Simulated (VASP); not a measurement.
Computed with r2SCAN meta-GGA, VASP's PBE PAW potentials (set 64) (plane waves; VASP 6.6.1).

VASP input:

### POSCAR
```
Cr
1
    2.9614736429     0.0000000000     0.0000000000
    0.0000000000     2.9614736429     0.0000000000
    0.0000000000     0.0000000000     2.9614736429
Cr
2
Direct
  0.0506504592   0.0000000000   0.0000000000
  0.5000000000   0.5000000000   0.5000000000
```

File KPOINTS:
```
Automatic mesh
0
Gamma
12 12 12
0 0 0
```

INCAR:
```
! general
SYSTEM =Cr
PREC   =Accurate
ENCUT  =480   ! plane-wave cut-off (eV)
LREAL  =.False.   ! projection in real space or not
LASPH  =.True.   ! aspherical one-centre terms

! electronic loop
EDIFF  =1E-7   ! SCF stop (eV)
NELM   =100   ! most electronic steps
ALGO   =Normal
LMAXMIX=4
LMIXTAU=.True.

! smearing
ISMEAR =1   ! Methfessel-Paxton
SIGMA  =0.1   ! width (eV)

! functional
METAGGA=R2SCAN

! spin
ISPIN  =2   ! spin-polarised
MAGMOM =2.7 -2.7

! ions
ISIF   =2   ! forces and stress, cell fixed

! output
LWAVE  =.False.
LCHARG =.False.
LORBIT =10
```

POTCAR, in this order: Cr_pv (PBE.64 set). Program: vasp_std.

Output

**OSZICAR**
```
       N       E                     dE             d eps       ncg     rms          rms(c)
DAV:   1     0.209349633143E+03    0.20935E+03   -0.13840E+04 12552   0.177E+03
DAV:   2    -0.289675390092E+02   -0.23832E+03   -0.23674E+03 12824   0.497E+02
DAV:   3    -0.373038197116E+02   -0.83363E+01   -0.82885E+01 17056   0.104E+02
DAV:   4    -0.374374276996E+02   -0.13361E+00   -0.13359E+00 16616   0.130E+01
DAV:   5    -0.374407049269E+02   -0.32772E-02   -0.32772E-02 19464   0.123E+00    0.200E+01
DAV:   6    -0.297676413665E+02    0.76731E+01   -0.32601E+01 13656   0.735E+01    0.109E+01
DAV:   7    -0.299197357659E+02   -0.15209E+00   -0.19564E+00 13600   0.175E+01    0.464E+00
DAV:   8    -0.300380280004E+02   -0.11829E+00   -0.28171E-01 22184   0.350E+00    0.336E+00
DAV:   9    -0.300646692582E+02   -0.26641E-01   -0.57752E-02 15520   0.132E+00    0.297E+00
DAV:  10    -0.300750829957E+02   -0.10414E-01   -0.15661E-01 16824   0.325E+00    0.127E+00
DAV:  11    -0.300791482151E+02   -0.40652E-02   -0.81442E-03 14840   0.991E-01    0.524E-01
DAV:  12    -0.300791626154E+02   -0.14400E-04   -0.23600E-03 19184   0.490E-01    0.384E-01
DAV:  13    -0.300789674855E+02    0.19513E-03   -0.33469E-04 15304   0.207E-01    0.165E-01
DAV:  14    -0.300788655943E+02    0.10189E-03   -0.20288E-04 15688   0.124E-01    0.865E-02
DAV:  15    -0.300788814586E+02   -0.15864E-04   -0.24563E-05 13984   0.626E-02    0.302E-02
DAV:  16    -0.300788664152E+02    0.15043E-04   -0.33078E-06 21416   0.165E-02    0.530E-03
DAV:  17    -0.300788652352E+02    0.11801E-05   -0.30073E-07 12560   0.454E-03    0.170E-03
DAV:  18    -0.300788655134E+02   -0.27823E-06   -0.91532E-08  6936   0.400E-03    0.118E-03
DAV:  19    -0.300788655726E+02   -0.59189E-07   -0.30845E-08  6632   0.123E-03
   1 F= -.30078866E+02 E0= -.30078945E+02  d E =0.238329E-03  mag=    -0.0000
```

OUTCAR:
```
------------------------ aborting loop because EDIFF is reached ----------------------------------------
  FORCE on cell =-STRESS in cart. coord.  units (eV):
  Direction    XX          YY          ZZ          XY          YZ          ZX
  --------------------------------------------------------------------------------------
  Total        0.0517596      0.1795170      0.1795170      0.0000000      0.0000000     -0.0000000
  in kB        3.1928455     11.0736921     11.0736921      0.0000000      0.0000000     -0.0000000
  external PRESSURE =       8.4467432 kB  Pullay stress =       0.0000000 kB
  volume of cell :       25.97
      direct lattice vectors                 reciprocal lattice vectors
     2.961473643  0.000000000  0.000000000     0.337669728  0.000000000  0.000000000
     0.000000000  2.961473643  0.000000000     0.000000000  0.337669728  0.000000000
     0.000000000  0.000000000  2.961473643     0.000000000  0.000000000  0.337669728
 POSITION                                       TOTAL-FORCE (eV/Angst)
 -----------------------------------------------------------------------------------
      0.15000      0.00000      0.00000        -0.883432      0.000000      0.000000
      1.48074      1.48074      1.48074         0.883432     -0.000000     -0.000000
 -----------------------------------------------------------------------------------
    total drift:                               -0.001117      0.000000      0.000001
  FREE ENERGIE OF THE ION-ELECTRON SYSTEM (eV)
  ---------------------------------------------------
  free  energy   TOTEN  =       -30.0788655726 eV

  energy  without entropy=      -30.0791039012  energy(sigma->0) =      -30.07894502

 total charge

# of ion       s       p       d       tot
------------------------------------------
    1        0.658   6.356   4.077  11.091
    2        0.658   6.356   4.077  11.091
--------------------------------------------------
tot          1.317  12.713   8.153  22.183

 magnetization (x)

# of ion       s       p       d       tot
------------------------------------------
    1        0.092   0.042   2.521   2.655
    2       -0.092  -0.042  -2.521  -2.655
--------------------------------------------------
tot          0.000   0.000   0.000   0.000
```
(Selected blocks of OUTCAR.)

The compound is Cr in the bcc, AFM order structure. This cell was strained or had an atom moved on purpose.
